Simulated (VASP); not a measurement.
Al2Cu:

```
CELL_PARAMETERS angstrom
-3.03350 3.03350 2.43850
3.03350 -3.03350 2.43850
3.03350 3.03350 -2.43850
ATOMIC_POSITIONS crystal
Al 0.65810 0.15810 0.81620
Al 0.15810 0.34190 0.50000
Al 0.34190 0.84190 0.18380
Al 0.84190 0.65810 0.50000
Cu 0.25000 0.25000 0.00000
Cu 0.75000 0.75000 0.00000
```

The cell was built by a generator and needn't be a form met in nature.

- Program: VASP 6.6.1
- Task: relaxation of cell and atoms
- Functional: PBEsol
- Potentials or basis: VASP PAW PBE potentials, release 64 (Al, Cu)
- Cutoff: 600 eV
- k mesh: 14 × 14 × 14
- Occupations: methfessel-paxton, width 0.2 eV
- Spin: no spin polarisation

At the start: pressure -3.4 GPa; volume 14.96 Å³/atom.

**Question.** How do energy, volume and symmetry change on relaxing?

**Answer.** Over 7 steps the energy falls by 5.2 meV/atom and the volume is 14.49 Å³/atom (-3.1 %); space group I4/mcm (No. 140, to 0.05 Å).

Step by step:
```
step  energy change (eV)  largest force (eV/Å)  pressure (GPa)  volume (Å³)
   1              0.0000                0.0838           -3.39        89.76
   2             -0.0248                0.0267            1.58        85.70
   3             -0.0305                0.0459           -0.04        86.93
   4             -0.0305                0.0451            0.06        86.87
   5             -0.0308                0.0272            0.05        86.89
   6             -0.0310                0.0012            0.04        86.91
   7             -0.0310                0.0013           -0.04        86.96
```

Final structure:
```
CELL_PARAMETERS angstrom
-3.00195 3.00195 2.41241
3.00195 -3.00195 2.41241
3.00195 3.00195 -2.41241
ATOMIC_POSITIONS crystal
Al 0.65908 0.15908 0.81816
Al 0.15908 0.34092 0.50000
Al 0.34092 0.84092 0.18184
Al 0.84092 0.65908 0.50000
Cu 0.25000 0.25000 0.00000
Cu 0.75000 0.75000 0.00000
```

Caveat: the PAW data sets were made with another functional, which shifts forces and pressure a little.
